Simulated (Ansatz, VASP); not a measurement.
**InP in two plane-wave programs**

Aim: how closely do two programs agree when they are given the same cell, functional and k mesh? The cell is taken from a series of runs on this material, whose earlier steps may have relaxed, scaled, displaced or heated it; both programs get it as it stands.

Calculated with Ansatz 0.2.0; plane waves, with VASP 6.6.1 beside it; relaxation of cell and atoms at PBE and zone-centre phonons at PBE.

## Step 1: The structure

Symmetry: F-43m, No. 216, cubic system. Conventional cell: a = 5.960 Å, b = 5.960 Å, c = 5.960 Å, α = 90.00°, β = 90.00°, γ = 90.00°. In has 4 P at 2.58 Å nearest. Nearest to P lie 4 In at 2.58 Å. Farther neighbours are not listed.

Coordinates:

```
In P
1.0
     0.00000    2.98018    2.98018
     2.98018    0.00000    2.98018
     2.98018    2.98018    0.00000
In P
1 1
Direct
  0.00000 0.00000 0.00000
  0.25000 0.25000 0.25000
```

## Step 2: VASP: relaxation of cell and atoms, PBE

The relaxed volume is the usual yardstick between codes: in a stiff, nearly cubic crystal its relative difference is about their pressure difference at one cell divided by the bulk modulus.

Lines of VASP's logs that name or quote its potential files are left out, and so is its time.

INCAR

```
SYSTEM = InP
PREC = Accurate
ENCUT = 500
EDIFF = 1E-07
NELM = 120
ISMEAR = 0
SIGMA = 0.02
LREAL = .FALSE.
ALGO = Normal
GGA = PE
NBANDS = 15
LORBIT = 11
LWAVE = .FALSE.
LCHARG = .FALSE.
ISIF = 3
IBRION = 2
NSW = 80
EDIFFG = -0.005
LASPH = .TRUE.
GGA_COMPAT = .FALSE.
NELMIN = 4
EFERMI = MIDGAP
KPAR = 2
```

POSCAR

```
InP
1.0
    0.0000000000      2.9801820000      2.9801820000
    2.9801820000      0.0000000000      2.9801820000
    2.9801820000      2.9801820000      0.0000000000
In P
1 1
Direct
    0.0000000000      0.0000000000      0.0000000000
    0.2500000000      0.2500000000      0.2500000000
```

KPOINTS

```
Automatic mesh
0
Gamma
10 10 10
0 0 0
```

PAW data sets: In_d and P (PBE family, release 64).

Started as:

```sh
$ mpirun -np 2 vasp_std
```

Numbers of over 12 decimals in the logs are rounded to 6 here.

What it wrote:

```text
[banner, memory and clock lines left out]
running    2 mpi-ranks, on    1 nodes
 distrk:  each k-point on    1 cores,    2 groups
 distr:  one band on    1 cores,    1 groups

 POSCAR found type information on POSCAR InP
 POSCAR found :  2 types and       2 ions
 LDA part: xc-table for (Slater+PW92), standard interpolation
 POSCAR, INCAR and KPOINTS ok, starting setup
 FFT: planning ... GRIDC
 FFT: planning ... GRID_SOFT
 FFT: planning ... GRID
 WAVECAR not read
 entering main loop
       N       E                     dE             d eps       ncg     rms          rms(c)
DAV:   1     0.111756823942E+03    0.11176E+03   -0.84544E+03  1417   0.129E+03
DAV:   2    -0.959257155295E+00   -0.11272E+03   -0.10817E+03  1536   0.305E+02
DAV:   3    -0.859461466305E+01   -0.76354E+01   -0.75966E+01  1837   0.798E+01
DAV:   4    -0.879762173378E+01   -0.20301E+00   -0.20293E+00  1738   0.143E+01
DAV:   5    -0.880849822619E+01   -0.10876E-01   -0.10876E-01  2164   0.289E+00    0.525E+00
DAV:   6    -0.843019557132E+01    0.37830E+00   -0.64688E-01  2232   0.130E+01    0.318E+00
DAV:   7    -0.840659317268E+01    0.23602E-01   -0.15616E-01  1999   0.309E+00    0.121E+00
DAV:   8    -0.840716632298E+01   -0.57315E-03   -0.13953E-02  1832   0.148E+00    0.284E-01
DAV:   9    -0.840785930713E+01   -0.69298E-03   -0.15588E-03  1824   0.486E-01    0.160E-01
DAV:  10    -0.840796845022E+01   -0.10914E-03   -0.19906E-04  2165   0.138E-01    0.106E-01
DAV:  11    -0.840803921988E+01   -0.70770E-04   -0.77530E-05  1641   0.695E-02    0.201E-02
DAV:  12    -0.840804241864E+01   -0.31988E-05   -0.12352E-05  1858   0.514E-02    0.147E-02
DAV:  13    -0.840804275369E+01   -0.33505E-06   -0.97922E-07  1627   0.657E-03    0.123E-02
DAV:  14    -0.840804311774E+01   -0.36405E-06   -0.48782E-07  1613   0.631E-03    0.163E-03
DAV:  15    -0.840804306815E+01    0.49598E-07   -0.18196E-08  1251   0.100E-03
   1 F= -.84080431E+01 E0= -.84080431E+01  d E =-.840804E+01
 curvature:   0.00 expect dE= 0.000E+00 dE for cont linesearch  0.000E+00
 trial: gam= 0.00000 g(F)=  0.547E-47 g(S)=  0.369E-04 ort = 0.000E+00 (trialstep = 0.100E+01)
 search vector abs. value=  0.369E-04
 bond charge predicted
       N       E                     dE             d eps       ncg     rms          rms(c)
DAV:   1    -0.840848107610E+01   -0.43796E-03   -0.10108E-02  1760   0.197E+00    0.138E-01
DAV:   2    -0.840811380902E+01    0.36727E-03   -0.70721E-04  1774   0.617E-01    0.485E-02
DAV:   3    -0.840805322517E+01    0.60584E-04   -0.17378E-04  1879   0.280E-01    0.292E-02
DAV:   4    -0.840805413191E+01   -0.90674E-06   -0.93223E-06  1522   0.287E-02    0.223E-02
DAV:   5    -0.840805542176E+01   -0.12898E-05   -0.96734E-07  1723   0.954E-03    0.881E-03
DAV:   6    -0.840805668732E+01   -0.12656E-05   -0.40448E-07  2147   0.730E-03    0.135E-03
DAV:   7    -0.840805640936E+01    0.27796E-06   -0.40052E-08   838   0.262E-03    0.242E-04
DAV:   8    -0.840805638925E+01    0.20110E-07   -0.15826E-08   789   0.230E-03
   2 F= -.84080564E+01 E0= -.84080564E+01  d E =-.133211E-04
 trial-energy change:   -0.000013  1 .order   -0.000011   -0.000037    0.000016
 step:   0.7590(harm=  0.7032)  dis= 0.00000  next Energy=    -8.408058 (dE=-0.152E-04)
 reached required accuracy - stopping structural energy minimisation
```

OUTCAR, selected parts (step 2):

```text
ion  position               nearest neighbor table
   1  0.000  0.000  0.000-   2 2.58   2 2.58   2 2.58   2 2.58
   2  0.250  0.250  0.250-   1 2.58   1 2.58   1 2.58   1 2.58

  LATTYP: Found a face centered cubic cell.
 ALAT       =     5.9603640000

 Subroutine GETGRP returns: Found 24 space group operations
 (whereof 24 operations were pure point group operations)

The static configuration has the point symmetry T_d .

 Found     47 irreducible k-points:

   k-points           NKPTS =     47   k-points in BZ     NKDIM =     47   number of bands    NBANDS=     15

   dimension x,y,z NGX =    32 NGY =   32 NGZ =   32
   dimension x,y,z NGXF=    64 NGYF=   64 NGZF=   64

   ENCUT  =  500.0 eV  36.75 Ry    6.06 a.u.   7.68  7.68  7.68*2*pi/ulx,y,z

   NELECT =      18.0000    total number of electrons

 k-points in reciprocal lattice and weights: Automatic mesh
   0.00000000  0.00000000  0.00000000       0.001
   0.10000000  0.00000000  0.00000000       0.008
   0.20000000  0.00000000  0.00000000       0.008
   0.30000000  0.00000000  0.00000000       0.008
   0.40000000  0.00000000  0.00000000       0.008
   0.50000000  0.00000000  0.00000000       0.004
   0.10000000  0.10000000  0.00000000       0.006
   0.20000000  0.10000000  0.00000000       0.024
   0.30000000  0.10000000  0.00000000       0.024
[...]
-0.30000000  0.40000000  0.20000000       0.024
  -0.30000000  0.50000000  0.20000000       0.012

 average (electrostatic) potential at core
       1 -96.1133       2 -83.2188

 E-fermi :   4.8918

 k-point     1 :       0.0000    0.0000    0.0000
  band No.  band energies     occupation
    ...
      5      -9.2987      2.00000
      6      -6.5254      2.00000
      7       4.6689      2.00000
      8       4.6689      2.00000
      9       4.6689      2.00000
     10       5.1147      0.00000
     11       8.7587      0.00000
     12       8.7587      0.00000
     13       8.7587      0.00000
     14      13.0274      0.00000
    ...

 k-point     2 :       0.1000    0.0000    0.0000
  band No.  band energies     occupation
    ...
      5      -9.2986      2.00000
      6      -6.4193      2.00000
      7       3.4820      2.00000
      8       4.5550      2.00000
      9       4.5550      2.00000
     10       5.9683      0.00000
     11       8.8022      0.00000
     12       8.9340      0.00000
     13       8.9340      0.00000
     14      13.5759      0.00000
    ...

 k-point     3 :       0.2000    0.0000    0.0000
  band No.  band energies     occupation
    ...
      5      -9.2977      2.00000
      6      -6.1147      2.00000
      7       2.0230      2.00000
      8       4.2946      2.00000
      9       4.2946      2.00000
     10       6.3431      0.00000
     11       9.2902      0.00000
     12       9.2902      0.00000
     13       9.3524      0.00000
     14      13.1734      0.00000
    ...

  Total        0.0095297      0.0095297      0.0095297      0.0000000      0.0000000     -0.0000000
  in kB        0.2888953      0.2888953      0.2888953      0.0000000      0.0000000     -0.0000000
  external PRESSURE =       0.2888953 kB  Pullay stress =       0.0000000 kB

  energy-cutoff  :      500.00
  volume of cell :       52.85
      direct lattice vectors                 reciprocal lattice vectors
     0.000000000  2.978559211  2.978559211    -0.167866396  0.167866396  0.167866396
     2.978559211 -0.000000000  2.978559211     0.167866396 -0.167866396  0.167866396
     2.978559211  2.978559211 -0.000000000     0.167866396  0.167866396 -0.167866396

 POSITION                                       TOTAL-FORCE (eV/Angst)
 -----------------------------------------------------------------------------------
      2.97856      2.97856      5.95712        -0.000000     -0.000000     -0.000000
      1.48928      1.48928      1.48928         0.000000      0.000000      0.000000
 -----------------------------------------------------------------------------------
    total drift:                               -0.000000     -0.000000     -0.000000

  FREE ENERGIE OF THE ION-ELECTRON SYSTEM (eV)
  ---------------------------------------------------
  free  energy   TOTEN  =        -8.4080563892 eV

  energy  without entropy=       -8.4080563892  energy(sigma->0) =       -8.40805639

 reached required accuracy - stopping structural energy minimisation

 total charge
# of ion       s       p       d       tot
------------------------------------------
    1        0.826   0.718   9.893  11.437
    2        1.034   1.468   0.000   2.503
--------------------------------------------------
tot          1.860   2.186   9.893  13.940

[... 3 further parts left out ...]
```

CONTCAR:

```
InP
   1.00000000000000
     0.0000000000000000    2.9785592105821799    2.9785592105821799
     2.9785592105821799   -0.0000000000000000    2.9785592105821799
     2.9785592105821799    2.9785592105821799   -0.0000000000000000
  In              P
     1     1
Direct
     1.0000000000000000    1.0000000000000000    0.0000000000000000
     0.2500000000000000    0.2500000000000000    0.2500000000000000
```

The run keeps the 24 symmetry operations of its start, so it cannot find a distortion of lower symmetry.

## Step 3: Ansatz: relaxation of cell and atoms, PBE

Ansatz runs on its PAW soft_1 files.

The same cell, functional, mesh and smearing now go to Ansatz, which takes its cutoff from its data sets.

input.yaml

```yaml
crystal:
  lattice:
    - [0.0, 2.9801820746, 2.9801820746]
    - [2.9801820746, 0.0, 2.9801820746]
    - [2.9801820746, 2.9801820746, 0.0]
  atoms:
    - { symbol: In, position: [0.0, 0.0, 0.0] }
    - { symbol: P, position: [0.25, 0.25, 0.25] }
kpoints:
  mp_grid: { grid: [10, 10, 10] }
hamiltonian:
  xc: pbe
  pseudopotentials: { kind: paw, azcp: { folder: soft_1 } }
scf:
  occupations: { method: gaussian, width: 0.02 }
output:
  forces: true
  stress: true
  eigenvalues: true
relax:
  adjacent_minimum: "off"
  f_tol: 0.005
  max_steps: 80
  cell: { stress_tol: 0.05 }
```

Started as:

```sh
$ ansatz run input.yaml --threads 4 --pin off --max-ram 10240MiB --backend cpu --events-out ev --progress --plain --runs-dir out
```

What it wrote:

```text
Engine: ansatz 0.2.0, x86_64-unknown-linux-gnu
Pseudopotentials: kind: paw
Pseudopotential: In, paw, valence charge 13, recommended cutoff 420 eV (normal), soft_1/In.paw.azcp
Pseudopotential: P, paw, valence charge 5, recommended cutoff 420 eV (normal), soft_1/P.paw.azcp
Functional definition: PBE
  parameter kappa = 0.804
  parameter beta = 0.066725
  exchange = pbe_x(kappa = kappa, mu = beta*pi^2/3)
  correlation = pbe_c(beta = beta)
Crystal: 2 atoms, lattice volume = 52.937 Å³
Basis set: ecut = 420 eV, 1037 PW (Γ), exchange–correlation on 60×60×60 points (8 copies of the dense FFT grid, shifted against one another)
Bands: 13, of which v1, the nominal top of the filled ones, is band 9 counted from 1 (8 counted from 0)
Symmetry: 24 space group operations
Space group: F-43m (ITA 216), of the structure as read, at distance tolerance 3.8e-5 Å
k-points: 47 of 1000 (time reversal used)
Non-local potential: In, projectors of the file, l = 0: 2, l = 1: 2, l = 2: 2, l = 3: 1
Non-local potential: P, projectors of the file, l = 0: 2, l = 1: 2, l = 2: 1
PAW form: soft (Blöchl's): semilocal exchange-correlation on the pseudo side does not see the compensation charge
PAW one-centre angular grid: In, 590 points (default); XC on 64 Gauss nodes
PAW one-centre angular grid: P, 110 points (default); XC on 64 Gauss nodes
Initial density: superposition of atomic densities (chi_scale 0.1, normalization cell, long waves kept (reshape's long-wave potential 0.00 eV rms))
Initial wavefunctions: pseudopotential atomic-orbital guess
Functional: x = pbe(κ = 0.804, μ = 0.219515), c = pbe(β = 0.066725)
SCF iter   1: F=—  HF=-6354.283744 eV  |F-HF|=—  |Δ(HF+E_count)|=         —  Δρ=3.29e-2  dr2=8.35e-1  ethr=3.10e-3  ⟨swp⟩=6.7  Hψ=4306  notcnv=0
preconditioner: auto → none  [insulator: Δε(μ)=0.723 eV  Ē_g=14.300 eV  σ=0.020 eV  W_gap=1.00  n_scr=14 (ndim 8)  ℏωp=21.7 eV  f_vac=0.000  D(μ)=0.00/eV (n_scr^D=0)  ε∞_Penn≈3.3]
SCF iter   2: F=—  HF=-6354.086154 eV  |F-HF|=—  |Δ(HF+E_count)|=   1.98e-1  Δρ=1.54e-2  dr2=9.32e-2  ethr=3.10e-3  ⟨swp⟩=3.2  Hψ=1451  notcnv=0
SCF iter   3: F=—  HF=-6354.076510 eV  |F-HF|=—  |Δ(HF+E_count)|=   9.64e-3  Δρ=6.06e-3  dr2=1.51e-2  ethr=5.18e-4  ⟨swp⟩=2.4  Hψ=1040  notcnv=0
SCF iter   4: F=—  HF=-6354.076409 eV  |F-HF|=—  |Δ(HF+E_count)|=   1.02e-4  Δρ=9.37e-4  dr2=3.08e-4  ethr=8.41e-5  ⟨swp⟩=3.6  Hψ=1262  notcnv=0
SCF iter   5: F=—  HF=-6354.076357 eV  |F-HF|=—  |Δ(HF+E_count)|=   5.14e-5  Δρ=2.36e-4  dr2=1.37e-5  ethr=1.71e-6  ⟨swp⟩=2.0  Hψ=1055  notcnv=0
SCF iter   6: F=—  HF=-6354.076372 eV  |F-HF|=—  |Δ(HF+E_count)|=   1.50e-5  Δρ=2.85e-5  dr2=3.19e-7  ethr=7.59e-8  ⟨swp⟩=3.0  Hψ=1054  notcnv=0
SCF iter   7: F=-6354.076372 eV  HF=-6354.076372 eV  |F-HF|=1.03e-9  |Δ(HF+E_count)|=   3.09e-8  Δρ=2.98e-6  dr2=4.82e-9  ethr=5.56e-10  ⟨swp⟩=7.7  Hψ=3320  notcnv=0
SCF 1 converged in 7 iterations: F = -6354.076372 eV  dr2 = 4.82e-9
  greatest PAW one-centre occupation: 0.981 electrons in one spin orbital (limit 2), on the In atom at site 0 (counted from 0), in its partial waves of l = 2
relax step   1: F+E_penalty+E_count = -6354.07637228 eV  Δ(F+E_penalty+E_count) = +0.000e0 eV  max|allowed force component| = 2.498e-16 eV/Å  Δτ_max = 0.0000 Å  P = -0.021 GPa  Ω = 52.937 Å³  (7 SCF iters, dr2 threshold 1.00e-7 eV, accepted)
Initial density: handed on by an earlier stage of this run
Initial wavefunctions: pseudopotential atomic-orbital guess (no wavefunctions were taken with the density)
iter 1 solved again at ethr=1.06e-6 eV; its pass at ethr=3.10e-3 eV (dr2=1.90e-4 eV) is discarded
SCF iter   1: F=—  HF=-6354.076372 eV  |F-HF|=—  |Δ(HF+E_count)|=         —  Δρ=4.27e-6  dr2=5.79e-9  ethr=1.06e-6  ⟨swp⟩=3.4  Hψ=6116  notcnv=0
eigensolver tolerance schedule: the retry pair's looser diagonalisation over-reported the residual by 32856.39 of it (diagonalisation noise at an unbounded share of the residual, at the tolerance the schedule requests for it); recorded, not acted on — ethr = c·dr2/N_el stays at c = 1.0e-1
preconditioner: auto → none  [insulator: Δε(μ)=0.439 eV  Ē_g=14.527 eV  σ=0.020 eV  W_gap=1.00  n_scr=14 (ndim 8)  ℏωp=21.7 eV  f_vac=0.019  D(μ)=0.00/eV (n_scr^D=0)  ε∞_Penn≈3.2]
SCF iter   2: F=—  HF=-6354.076372 eV  |F-HF|=—  |Δ(HF+E_count)|=   6.36e-7  Δρ=1.90e-6  dr2=1.66e-9  ethr=3.22e-11  ⟨swp⟩=3.6  Hψ=1377  notcnv=0
SCF iter   3: F=—  HF=-6354.076372 eV  |F-HF|=—  |Δ(HF+E_count)|=  1.31e-10  Δρ=6.02e-7  dr2=1.41e-10  ethr=9.22e-12  ⟨swp⟩=2.0  Hψ=1034  notcnv=0
SCF iter   4: F=—  HF=-6354.076372 eV  |F-HF|=—  |Δ(HF+E_count)|=  3.62e-10  Δρ=2.01e-7  dr2=2.68e-11  ethr=1.00e-12  ⟨swp⟩=2.7  Hψ=999  notcnv=0
SCF iter   5: F=-6354.076372 eV  HF=-6354.076372 eV  |F-HF|=2.73e-12  |Δ(HF+E_count)|=  6.82e-11  Δρ=7.76e-8  dr2=6.38e-12  ethr=1.00e-12  ⟨swp⟩=7.7  Hψ=3285  notcnv=0
SCF 2 converged in 5 iterations: F = -6354.076372 eV  dr2 = 6.38e-12
relax step   2: F+E_penalty+E_count = -6354.07637228 eV  Δ(F+E_penalty+E_count) = -1.666e-9 eV  max|allowed force component| = 2.683e-16 eV/Å  Δτ_max = 0.0000 Å  P = -0.021 GPa  Ω = 52.937 Å³  stress off target by 2.06e-2 GPa  SCF on the basis re-selected at this cell (its energy is not comparable with the rows above)  (5 SCF iters)
basis re-selected at this cell: Δ(F+E_penalty+E_count) = -1.666e-9 eV, ΔP = -0.000 GPa vs the last step (what re-selecting the basis moved, of the pressure what is left beyond the Pulay correction that the steps carried, after the strain that the cell walked since its last selection, with what the two solves' SCF thresholds leave and, on support functions, any second-order correction that the steps lacked; it is no m [...]
SCF converged after 5 iterations
Free energy (F): -6354.076372 eV
Harris-Foulkes:  -6354.076372 eV  (|F-HF|=2.73e-12)
Internal energy: -6354.076372 eV  (E = F + TS)
E sigma→0 (E₀):  -6354.076372 eV
Fermi energy:    6.624723 eV
--- Per-component energies (eV) ---
  E_band       = -60.666818
  E_kinetic    = 286.135997
  E_local      = -1361.323830  (includes V_loc(G=0)·N_el)
  E_nonlocal   = 359.526494
  E_hartree    = 545.119286
  E_xc         = -214.822891
  E_vxc        = -149.117421  (∫ρ·V_xc dr)
  E_paw        = -4768.353488  (= ΣΔE_a)
  E_vpaw       = -286.126716  (= ΣTr[D̂ρ^β])
  E_aug_tail   = 0.000141  (compensation charges beyond the density's cutoff)
  E_ewald      = -1200.358080
  E_smearing   = -0.000000  (= −TS)
  E_closure    = 0.000000  (closes the sum)
  Σ components = -6354.076372   (vs F -6354.076372, Δ=0.00e0)
--- Forces (eV/Å), atoms counted from 1 ---
  atom   1  In     0.00000000    -0.00000000     0.00000000
  atom   2  P     -0.00000000     0.00000000     0.00000000
  max |Σ_I F_I| component: 9.25e-17 eV/Å
--- Stress (GPa, compression-positive) ---
       -0.020584       0.000000      -0.000000
        0.000000      -0.020584       0.000000
        0.000000       0.000000      -0.020584
  P = ⅓ Tr σ = -0.0206 GPa (-0.206 kbar)
--- Band table (eV; the first three rows and the last of 47) ---
  k-point 0: bands = [... 5 lower, -4.7785, 6.4048, 6.4048, 6.4048, 6.8437, 10.4916, 10.4916, 10.4916]
  k-point 1: bands = [... 5 lower, -4.6726, 5.2174, 6.2912, 6.2912, 7.6990, 10.5350, 10.6664, 10.6664]
  k-point 2: bands = [... 5 lower, -4.3689, 3.7609, 6.0315, 6.0315, 8.0752, 11.0216, 11.0216, 11.0832]
  k-point 46: bands = [... 5 lower, -2.5617, 0.9935, 3.7105, 3.7582, 10.1940, 10.2894, 12.4180, 12.9361]
--- Relaxed structure (1 steps of the walk, 1 accepted, 1 SCFs on fresh bases) ---
  F+E_penalty+E_count = -6354.07637228 eV   max|allowed force component| = 2.683e-16 eV/Å   (the final SCF, on the basis selected at the relaxed cell)
  cell:  # Å, volume = 52.9369 Å³
    - [0.0, 2.9801820746, 2.9801820746]
    - [2.9801820746, 0.0, 2.9801820746]
    - [2.9801820746, 2.9801820746, 0.0]
  atoms:
    - { symbol: In, position: [0.0, 0.0, 0.0] }
    - { symbol: P, position: [0.25, 0.25, 0.25] }
```

Reading the cycles: dr2 is the Hartree energy of the density residual (eV), the measure of convergence; HF is the Harris–Foulkes estimate of the energy, which meets the free energy F at convergence.

## Step 4: Side by side

Known differences besides the potentials themselves: the cutoff is 420 eV in Ansatz and 500 eV in VASP; Ansatz adds a Pulay correction to the stress that steers its cell, VASP none. Total energies have different zeros and are not compared.

Both answers:

```tsv
quantity	Ansatz	VASP	difference
volume (Å³)	52.94	52.85	+0.16 %
edge a after relaxation, in the typed setting (Å)	4.215	4.212	+0.05 %
```

[end of part 1 of 2]

[Lines on the potential files, build, host, timing and source positions are cut from VASP's logs without a mark.]

[Logs are printed without paths, hosts, clocks, repeated set-up lines and the standing remarks that a program may print on its own settings, such as how far it seeks lower states.]

[Hosts, paths, dates, database ids (printed as entryN), source tags and the programs' standing remarks are cut or masked in the printed files.]
